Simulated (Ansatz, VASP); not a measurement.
## GaN: VASP beside Ansatz

Aim: how closely do two programs agree when they are given the same cell, functional and k mesh? The cell is taken from a series of runs on this material, whose earlier steps may have relaxed or scaled it; both programs get it as it stands.

Method: plane waves, with VASP 6.6.1 beside it; single point at PBE, in Ansatz 0.2.0.

## (1) The structure

The structure is cubic, space group F-43m (No. 216). The conventional cell has a = 4.507 Å, b = 4.507 Å, c = 4.507 Å, α = 90.00°, β = 90.00°, γ = 90.00°. Ga has 4 N at 1.95 Å nearest. Nearest to N lie 4 Ga at 1.95 Å. Farther neighbours and most contacts between anions are not listed.

As a file:

```xyz
2
Lattice="0.0000 2.2535 2.2535 2.2535 0.0000 2.2535 2.2535 2.2535 0.0000" Properties=species:S:1:pos:R:3 pbc="T T T"
Ga    0.0000    0.0000    0.0000
N     3.3803    3.3803    3.3803
```

## (2) VASP: single point, PBE

A single point gives forces, pressure and levels at one fixed geometry, so differences don't come from the geometry; what else differs is listed under the comparison.

Lines of VASP's logs that name or quote its potential files are left out, and so is its time.

The input, INCAR:

```
SYSTEM = GaN
PREC = Accurate
ENCUT = 1210
EDIFF = 1E-06
NELM = 100
ISMEAR = 0
SIGMA = 0.01
LREAL = .FALSE.
ALGO = Normal
GGA = PE
NBANDS = 15
LORBIT = 11
LWAVE = .FALSE.
LCHARG = .FALSE.
KPAR = 2
ISIF = 2
```

The input, POSCAR:

```
GaN
1.0
    0.0000000000      2.2535006075      2.2535006075
    2.2535006075      0.0000000000      2.2535006075
    2.2535006075      2.2535006075      0.0000000000
Ga N
1 1
Direct
    0.0000000000      0.0000000000      0.0000000000
    0.7500000000      0.7500000000      0.7500000000
```

The input, KPOINTS:

```
Automatic mesh
0
Gamma
6 6 6
0 0 0
```

Potentials, in the order of the species: Ga_h and N_h (PBE family, release 64).

Launch:

```console
$ mpirun -np 2 vasp_std
```

Numbers of over 12 decimals in the logs are rounded to 6 here.

The log of the run:

```text
[banner, memory and clock lines left out]
running    2 mpi-ranks, on    1 nodes
 distrk:  each k-point on    1 cores,    2 groups
 distr:  one band on    1 cores,    1 groups

 POSCAR found type information on POSCAR GaN
 POSCAR found :  2 types and       2 ions
 LDA part: xc-table for (Slater+PW92), standard interpolation
 POSCAR, INCAR and KPOINTS ok, starting setup
 FFT: planning ... GRIDC
 FFT: planning ... GRID_SOFT
 FFT: planning ... GRID
 WAVECAR not read
 entering main loop
       N       E                     dE             d eps       ncg     rms          rms(c)
DAV:   1     0.171407673458E+03    0.17141E+03   -0.16036E+04   480   0.306E+03
DAV:   2     0.301547538925E+01   -0.16839E+03   -0.15645E+03   543   0.545E+02
DAV:   3    -0.136524697287E+02   -0.16668E+02   -0.16344E+02   557   0.134E+02
DAV:   4    -0.141382518547E+02   -0.48578E+00   -0.48499E+00   599   0.237E+01
DAV:   5    -0.141528998305E+02   -0.14648E-01   -0.14647E-01   628   0.417E+00    0.768E+00
DAV:   6    -0.121640024147E+02    0.19889E+01   -0.53720E+00   733   0.458E+01    0.220E+00
DAV:   7    -0.121598838066E+02    0.41186E-02   -0.27252E-01   536   0.854E+00    0.135E+00
DAV:   8    -0.121529169341E+02    0.69669E-02   -0.42286E-02   564   0.277E+00    0.244E-01
DAV:   9    -0.121518679191E+02    0.10490E-02   -0.46380E-03   742   0.183E+00    0.659E-02
DAV:  10    -0.121520820863E+02   -0.21417E-03   -0.53064E-04   536   0.308E-01    0.146E-02
DAV:  11    -0.121520809561E+02    0.11302E-05   -0.27806E-05   748   0.857E-02    0.530E-03
DAV:  12    -0.121520819381E+02   -0.98198E-06   -0.45632E-06   536   0.185E-02
   1 F= -.12152082E+02 E0= -.12152082E+02  d E =-.513410E-13
```

From OUTCAR (step 2):

```text
ion  position               nearest neighbor table
   1  0.000  0.000  0.000-   2 1.95   2 1.95   2 1.95   2 1.95
   2  0.750  0.750  0.750-   1 1.95   1 1.95   1 1.95   1 1.95

  LATTYP: Found a face centered cubic cell.
 ALAT       =     4.5070012150

 Subroutine GETGRP returns: Found 24 space group operations
 (whereof 24 operations were pure point group operations)

The static configuration has the point symmetry T_d .

 Found     16 irreducible k-points:

   k-points           NKPTS =     16   k-points in BZ     NKDIM =     16   number of bands    NBANDS=     15

   dimension x,y,z NGX =    36 NGY =   36 NGZ =   36
   dimension x,y,z NGXF=    72 NGYF=   72 NGZF=   72

   ENCUT  = 1210.0 eV  88.93 Ry    9.43 a.u.   9.04  9.04  9.04*2*pi/ulx,y,z

   NELECT =      18.0000    total number of electrons

 k-points in reciprocal lattice and weights: Automatic mesh
   0.00000000  0.00000000  0.00000000       0.005
   0.16666667  0.00000000  0.00000000       0.037
   0.33333333  0.00000000  0.00000000       0.037
   0.50000000  0.00000000  0.00000000       0.019
   0.16666667  0.16666667  0.00000000       0.028
   0.33333333  0.16666667  0.00000000       0.111
   0.50000000  0.16666667  0.00000000       0.111
  -0.33333333  0.16666667  0.00000000       0.111
  -0.16666667  0.16666667  0.00000000       0.056
[...]
-0.33333333  0.33333333  0.16666667       0.111
  -0.33333333  0.50000000  0.16666667       0.056

 average (electrostatic) potential at core
       1-106.3062       2 -89.8003

 E-fermi :   6.8616

 k-point     1 :       0.0000    0.0000    0.0000
  band No.  band energies     occupation
    ...
      5      -6.3366      2.00000
      6      -6.3366      2.00000
      7       6.8156      2.00000
      8       6.8156      2.00000
      9       6.8156      2.00000
     10       8.5336      0.00000
     11      17.1116      0.00000
     12      17.1116      0.00000
     13      17.1116      0.00000
     14      24.4145      0.00000
    ...

 k-point     2 :       0.1667    0.0000    0.0000
  band No.  band energies     occupation
    ...
      5      -6.3379      2.00000
      6      -6.3379      2.00000
      7       4.5304      2.00000
      8       6.5435      2.00000
      9       6.5435      2.00000
     10      10.1434      0.00000
     11      16.0679      0.00000
     12      17.4673      0.00000
     13      17.4673      0.00000
     14      23.5766      0.00000
    ...

 k-point     3 :       0.3333    0.0000    0.0000
  band No.  band energies     occupation
    ...
      5      -6.3152      2.00000
      6      -5.8581      2.00000
      7       1.4518      2.00000
      8       6.0617      2.00000
      9       6.0617      2.00000
     10      11.2743      0.00000
     11      15.4472      0.00000
     12      17.4362      0.00000
     13      17.4362      0.00000
     14      22.4209      0.00000
    ...

  Total        0.7607207      0.7607207      0.7607207      0.0000000      0.0000000      0.0000000
  in kB       53.2516165     53.2516165     53.2516165      0.0000000      0.0000000      0.0000000
  external PRESSURE =      53.2516165 kB  Pullay stress =       0.0000000 kB

  energy-cutoff  :     1210.00
  volume of cell :       22.89
      direct lattice vectors                 reciprocal lattice vectors
     0.000000000  2.253500607  2.253500607    -0.221877020  0.221877020  0.221877020
     2.253500607  0.000000000  2.253500607     0.221877020 -0.221877020  0.221877020
     2.253500607  2.253500607  0.000000000     0.221877020  0.221877020 -0.221877020

 POSITION                                       TOTAL-FORCE (eV/Angst)
 -----------------------------------------------------------------------------------
      0.00000      0.00000      0.00000        -0.000000     -0.000000      0.000000
      3.38025      3.38025      3.38025         0.000000      0.000000     -0.000000
 -----------------------------------------------------------------------------------
    total drift:                               -0.000001     -0.000001     -0.000001

  FREE ENERGIE OF THE ION-ELECTRON SYSTEM (eV)
  ---------------------------------------------------
  free  energy   TOTEN  =       -12.1520819381 eV

  energy  without entropy=      -12.1520819381  energy(sigma->0) =      -12.15208194

 total charge
# of ion       s       p       d       tot
------------------------------------------
    1        0.458   0.439   9.800  10.697
    2        0.710   1.504   0.000   2.214
--------------------------------------------------
tot          1.169   1.943   9.800  12.911

[... 3 further parts left out ...]
```

The run ends at a pressure of 5.33 GPa.

## (3) Ansatz: single point, PBE

Ansatz runs on its default PAW (the set named soft_2) files.

The same cell, functional, mesh and smearing now go to Ansatz, which takes its cutoff from its data sets.

The input, input.yaml:

```yaml
crystal:
  lattice:
    - [0.0, 2.2535006075, 2.2535006075]
    - [2.2535006075, 0.0, 2.2535006075]
    - [2.2535006075, 2.2535006075, 0.0]
  atoms:
    - { symbol: Ga, position: [0.0, 0.0, 0.0] }
    - { symbol: "N", position: [0.75, 0.75, 0.75] }
hamiltonian:
  xc: pbe
  pseudopotentials: { kind: paw }
kpoints:
  mp_grid: { grid: [6, 6, 6] }
  band_path:
    path:
      - [0.0, 0.0, 0.0]
      - [0.18182, 0.0, 0.18182]
      - [0.36364, 0.0, 0.36364]
      - [0.5, 0.0, 0.5]
      - [0.5, 0.09091, 0.59091]
      - [0.5, 0.18182, 0.68182]
      - [0.5, 0.25, 0.75]
      - [0.45455, 0.29545, 0.75]
      - [0.40909, 0.34091, 0.75]
      - [0.375, 0.375, 0.75]
      - [0.20455, 0.20455, 0.40909]
      - [0.06818, 0.06818, 0.13636]
      - [0.04545, 0.04545, 0.04545]
      - [0.22727, 0.22727, 0.22727]
      - [0.40909, 0.40909, 0.40909]
      - [0.51136, 0.47727, 0.51136]
      - [0.55682, 0.38636, 0.55682]
      - [0.60227, 0.29545, 0.60227]
      - [0.61364, 0.25, 0.63636]
      - [0.56818, 0.25, 0.68182]
      - [0.51136, 0.25, 0.73864]
      - [0.5, 0.29545, 0.70455]
      - [0.5, 0.38636, 0.61364]
      - [0.5, 0.47727, 0.52273]
      - [0.47727, 0.47727, 0.54545]
      - [0.43182, 0.43182, 0.63636]
      - [0.38636, 0.38636, 0.72727]
      - [0.60227, 0.20455, 0.60227]
      - [0.55682, 0.11364, 0.55682]
      - [0.5, 0.0, 0.5]
    npoints: 1
scf:
  occupations: { method: gaussian, width: 0.01 }
  n_extra_bands: 7
output:
  forces: true
  stress: true
  eigenvalues: true
```

Launch:

```console
$ ansatz run input.yaml --threads 2 --pin off --max-ram 4608MiB --backend cpu --events-out ev --progress --plain --runs-dir out
```

The log of the run:

```text
scf.n_extra_bands = 7 over 9 filled bands (N_el = 18.0): the run solves 16 bands
Engine: ansatz 0.2.0, x86_64-unknown-linux-gnu
Pseudopotentials: kind: paw
Pseudopotential: Ga, paw, valence charge 13, recommended cutoff 420 eV (normal), Ga.paw.azcp
Pseudopotential: N, paw, valence charge 5, recommended cutoff 420 eV (normal), N.paw.azcp
Functional definition: PBE
  parameter kappa = 0.804
  parameter beta = 0.066725
  exchange = pbe_x(kappa = kappa, mu = beta*pi^2/3)
  correlation = pbe_c(beta = beta)
Crystal: 2 atoms, lattice volume = 22.888 Å³
Basis set: ecut = 420 eV, 459 PW (Γ), exchange–correlation on 48×48×48 points (8 copies of the dense FFT grid, shifted against one another)
Bands: 16, of which v1, the nominal top of the filled ones, is band 9 counted from 1 (8 counted from 0)
Symmetry: 24 space group operations
Space group: F-43m (ITA 216), of the structure as read, at distance tolerance 2.8e-5 Å
k-points: 16 of 216 (time reversal used)
Non-local potential: Ga, projectors of the file, l = 0: 2, l = 1: 2, l = 2: 3, l = 3: 1
Non-local potential: N, projectors of the file, l = 0: 2, l = 1: 2, l = 2: 1
PAW form: soft (Blöchl's): semilocal exchange-correlation on the pseudo side does not see the compensation charge
PAW one-centre angular grid: Ga, 590 points (default); XC on 64 Gauss nodes
PAW one-centre angular grid: N, 110 points (default); XC on 64 Gauss nodes
Initial density: superposition of atomic densities (neutral atoms: chi_scale 0, normalization atom), corrected by the library's trained network
Initial wavefunctions: pseudopotential atomic-orbital guess
Functional: x = pbe(κ = 0.804, μ = 0.219515), c = pbe(β = 0.066725)
SCF iter   1: F=—  HF=-4167.893321 eV  |F-HF|=—  |Δ(HF+E_count)|=         —  Δρ=6.40e-4  dr2=3.00e-5  ethr=1.77e-3  ⟨swp⟩=4.9  Hψ=1297  notcnv=0
preconditioner: auto → none  [insulator: Δε(μ)=1.714 eV  Ē_g=22.890 eV  σ=0.010 eV  W_gap=1.00  n_scr=8 (ndim 8)  ℏωp=32.9 eV  f_vac=0.001  D(μ)=0.00/eV (n_scr^D=0)  ε∞_Penn≈3.1]
SCF iter   2: F=—  HF=-4167.893560 eV  |F-HF|=—  |Δ(HF+E_count)|=   2.39e-4  Δρ=3.23e-4  dr2=6.92e-6  ethr=1.67e-7  ⟨swp⟩=2.8  Hψ=613  notcnv=0  defer=36
SCF iter   3: F=—  HF=-4167.893603 eV  |F-HF|=—  |Δ(HF+E_count)|=   4.28e-5  Δρ=1.34e-4  dr2=1.26e-6  ethr=3.84e-8  ⟨swp⟩=2.0  Hψ=358  notcnv=0  defer=36
SCF iter   4: F=—  HF=-4167.893612 eV  |F-HF|=—  |Δ(HF+E_count)|=   8.74e-6  Δρ=2.29e-5  dr2=1.10e-7  ethr=7.00e-9  ⟨swp⟩=2.0  Hψ=362  notcnv=0  defer=36
iter 5 did not close the SCF: its close was put off for the readings that it lacked (scf_convergence_deferred on its scf_iter line)
SCF iter   5: F=-4167.893612 eV  HF=-4167.893612 eV  |F-HF|=5.80e-10  |Δ(HF+E_count)|=   7.75e-8  Δρ=9.43e-6  dr2=7.36e-9  ethr=6.09e-10  ⟨swp⟩=2.0  Hψ=362  notcnv=0  defer=36
SCF iter   6: F=-4167.893612 eV  HF=-4167.893612 eV  |F-HF|=6.37e-11  |Δ(HF+E_count)|=   1.07e-9  Δρ=9.51e-7  dr2=7.98e-11  ethr=4.09e-11  ⟨swp⟩=4.6  Hψ=1032  notcnv=0
SCF 1 converged in 6 iterations: F = -4167.893612 eV  dr2 = 7.98e-11
  greatest PAW one-centre occupation: 0.995 electrons in one spin orbital (limit 2), on the Ga atom at site 0 (counted from 0), in its partial waves of l = 2
NSCF: frozen V_eff on 30 k-points
SCF converged after 6 iterations
Free energy (F): -4167.893612 eV
Harris-Foulkes:  -4167.893612 eV  (|F-HF|=6.37e-11)
Internal energy: -4167.893612 eV  (E = F + TS)
E sigma→0 (E₀):  -4167.893612 eV
Fermi energy:    10.512304 eV
--- Per-component energies (eV) ---
  E_band       = -5.612785
  E_kinetic    = 247.156252
  E_local      = -1949.991920  (includes V_loc(G=0)·N_el)
  E_nonlocal   = 474.313310
  E_hartree    = 897.152496
  E_xc         = -128.812892
  E_vxc        = -134.155487  (∫ρ·V_xc dr)
  E_paw        = -2120.276043  (= ΣΔE_a)
  E_vpaw       = -437.239764  (= ΣTr[D̂ρ^β])
  E_aug_tail   = 0.000139  (compensation charges beyond the density's cutoff)
  E_ewald      = -1587.434954
  E_smearing   = -0.000000  (= −TS)
  E_closure    = -0.000000  (closes the sum)
  Σ components = -4167.893612   (vs F -4167.893612, Δ=0.00e0)
--- Forces (eV/Å), atoms counted from 1 ---
  atom   1  Ga    -0.00000000     0.00000000     0.00000000
  atom   2  N      0.00000000    -0.00000000    -0.00000000
  max |Σ_I F_I| component: 5.55e-17 eV/Å
--- Stress (GPa, compression-positive) ---
        4.986826       0.000000      -0.000000
       -0.000000       4.986826       0.000000
       -0.000000       0.000000       4.986826
  P = ⅓ Tr σ = 4.9868 GPa (49.868 kbar)
--- Band table (eV; the first three rows and the last of 16) ---
  k-point 0: bands = [... 5 lower, -3.5204, 9.6548, 9.6548, 9.6548, 11.3697, 19.9619, 19.9619, 19.9619, ... 3 higher]
  k-point 1: bands = [... 5 lower, -3.5218, 7.3698, 9.3839, 9.3839, 12.9815, 18.9169, 20.3164, 20.3164, ... 3 higher]
  k-point 2: bands = [... 5 lower, -3.0358, 4.2958, 8.9033, 8.9033, 14.1149, 18.2920, 20.2850, 20.2850, ... 3 higher]
  k-point 15: bands = [... 5 lower, -1.6127, 3.8235, 6.2244, 6.2263, 14.9505, 17.5611, 20.9577, 21.0055, ... 3 higher]
```

## (4) Comparison

Known differences besides the PAW data sets themselves: the cutoff is 420 eV in Ansatz and 1210 eV in VASP; VASP leaves aspherical gradient terms in its spheres out (LASPH is not set), Ansatz keeps them. Total energies have different zeros and are not compared.

Both answers:

| quantity | Ansatz | VASP | difference |
| --- | --- | --- | --- |
| pressure (GPa) | 4.99 | 5.33 | -0.34 |
| gap on the k mesh (eV) | 1.715 | 1.718 | -0.003 |

Ansatz's pressure holds a Pulay correction of 0.52 GPa; VASP's holds none.

## (5) Summary of results

```
difference in gap on the k mesh (single point, PBE) : -0.0031 eV
```

In words: The difference in gap on the k mesh is -0.0031 eV (single point, PBE), within the 0.08 eV picked in this series as the mark of a large difference. How closely two codes agree says nothing of how well the functional describes the real material.

[Lines on the potential files, build, host, timing and source positions are cut from VASP's logs without a mark.]

[Logs are printed without paths, hosts, clocks, repeated set-up lines and the standing remarks that a program may print on its own settings, such as how far it seeks lower states.]

[Hosts, paths, dates, database ids (printed as entryN), source tags and the programs' standing remarks are cut or masked in the printed files.]
